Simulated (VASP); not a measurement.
Method: r2SCAN+rVV10, VASP's PBE PAW potentials (set 64) (plane waves; VASP 6.6.1).

VASP ran on this input.

KPOINTS_OPT:
```
k-points along high-symmetry lines
10
Line-mode
Reciprocal
  0.000000   0.000000   0.000000 ! GAMMA
  0.500000  -0.500000   0.500000 ! H

  0.500000  -0.500000   0.500000 ! H
  0.000000  -0.000000   0.500000 ! N

  0.000000  -0.000000   0.500000 ! N
  0.000000   0.000000   0.000000 ! GAMMA

  0.000000   0.000000   0.000000 ! GAMMA
  0.250000   0.250000   0.250000 ! P

  0.250000   0.250000   0.250000 ! P
  0.500000  -0.500000   0.500000 ! H

  0.250000   0.250000   0.250000 ! P
  0.000000  -0.000000   0.500000 ! N
```

### INCAR
```
# general
SYSTEM  =Fe
PREC    =Accurate
ENCUT   =520   # plane-wave cut-off (eV)
LREAL   =.False.
LASPH   =.True.

# electronic loop
EDIFF   =1E-7   # SCF stop (eV)
NELM    =100
ALGO    =Normal
LMAXMIX =4
LMIXTAU =.True.

# smearing
ISMEAR  =-5

# functional
METAGGA =R2SCAN
LUSE_VDW=.True.
BPARAM  =11.95
CPARAM  =0.0093

# spin
ISPIN   =2   # spin-polarised
MAGMOM  =2.7

# ions
ISIF    =2

# output
LWAVE   =.False.
LCHARG  =.False.
LORBIT  =11   # lm-projected
NEDOS   =601
```

### POSCAR
```
Fe
1.0
 -1.4248952428   1.4248952428   1.4248952428
  1.4248952428  -1.4248952428   1.4248952428
  1.4248952428   1.4248952428  -1.4248952428
Fe
1
Cartesian
  0.0000000000   0.0000000000   0.0000000000
```

**KPOINTS**
```
Automatic mesh
0
Gamma
20 20 20
0 0 0
```

POTCAR, in this order: Fe (PBE.64 set). Program: vasp_std.

The resulting files:

OSZICAR:
```
       N       E                     dE             d eps       ncg     rms          rms(c)
DAV:   1     0.116817900753E+02    0.11682E+02   -0.42383E+03  9496   0.111E+03
DAV:   2    -0.152106082867E+02   -0.26892E+02   -0.25245E+02  9295   0.137E+02
DAV:   3    -0.155816659538E+02   -0.37106E+00   -0.37019E+00 10343   0.227E+01
DAV:   4    -0.155838168397E+02   -0.21509E-02   -0.21511E-02  9959   0.160E+00
DAV:   5    -0.155838425064E+02   -0.25667E-04   -0.25670E-04  9981   0.159E-01    0.120E+01
DAV:   6    -0.140580700561E+02    0.15258E+01   -0.22287E+01  9785   0.752E+01    0.864E+00
DAV:   7    -0.141661387390E+02   -0.10807E+00   -0.33260E+00 10580   0.250E+01    0.517E+00
DAV:   8    -0.141787445189E+02   -0.12606E-01   -0.83817E-02 10324   0.279E+00    0.230E+00
DAV:   9    -0.141749530256E+02    0.37915E-02   -0.10806E-01 10844   0.378E+00    0.798E-01
DAV:  10    -0.141767960830E+02   -0.18431E-02   -0.12401E-02  9810   0.123E+00    0.213E-01
DAV:  11    -0.141773462333E+02   -0.55015E-03   -0.10685E-03  9620   0.575E-01    0.108E-01
DAV:  12    -0.141773320082E+02    0.14225E-04   -0.16810E-05 10152   0.552E-02    0.667E-02
DAV:  13    -0.141773492933E+02   -0.17285E-04   -0.39448E-05 10642   0.707E-02    0.398E-02
DAV:  14    -0.141773379891E+02    0.11304E-04   -0.28228E-05  9974   0.791E-02    0.643E-03
DAV:  15    -0.141773375402E+02    0.44891E-06   -0.34282E-07  6265   0.887E-03    0.132E-03
DAV:  16    -0.141773376081E+02   -0.67826E-07   -0.36759E-08  4686   0.294E-03
   1 F= -.14177338E+02 E0= -.14177338E+02  d E =0.000000E+00  mag=     2.6141
       N       E                     dE             ncg
```

### OUTCAR
```
------------------------ aborting loop because EDIFF is reached ----------------------------------------
  FORCE on cell =-STRESS in cart. coord.  units (eV):
  Direction    XX          YY          ZZ          XY          YZ          ZX
  --------------------------------------------------------------------------------------
  Total        0.0542811      0.0542811      0.0542811      0.0000000      0.0000000     -0.0000000
  in kB        7.5153675      7.5153675      7.5153675      0.0000000      0.0000000     -0.0000000
  external PRESSURE =       7.5153675 kB  Pullay stress =       0.0000000 kB
  volume of cell :       11.57
      direct lattice vectors                 reciprocal lattice vectors
    -1.424895243  1.424895243  1.424895243     0.000000000  0.350902989  0.350902989
     1.424895243 -1.424895243  1.424895243     0.350902989  0.000000000  0.350902989
     1.424895243  1.424895243 -1.424895243     0.350902989  0.350902989  0.000000000
 POSITION                                       TOTAL-FORCE (eV/Angst)
 -----------------------------------------------------------------------------------
      0.00000      0.00000      0.00000        -0.000000      0.000000     -0.000000
 -----------------------------------------------------------------------------------
    total drift:                                0.000000      0.000000      0.000000
  FREE ENERGIE OF THE ION-ELECTRON SYSTEM (eV)
  ---------------------------------------------------
  free  energy   TOTEN  =       -14.1773376081 eV

  energy  without entropy=      -14.1773376081  energy(sigma->0) =      -14.17733761

 total charge

# of ion       s       p       d       tot
------------------------------------------
    1        0.485   0.565   6.184   7.233

 magnetization (x)

# of ion       s       p       d       tot
------------------------------------------
    1       -0.014  -0.120   2.812   2.679
```
(Selected blocks of OUTCAR.)

For a metal the tetrahedron method with Blöchl corrections gives inexact stress and forces.

The compound is Fe in the bcc structure. It was relaxed first.
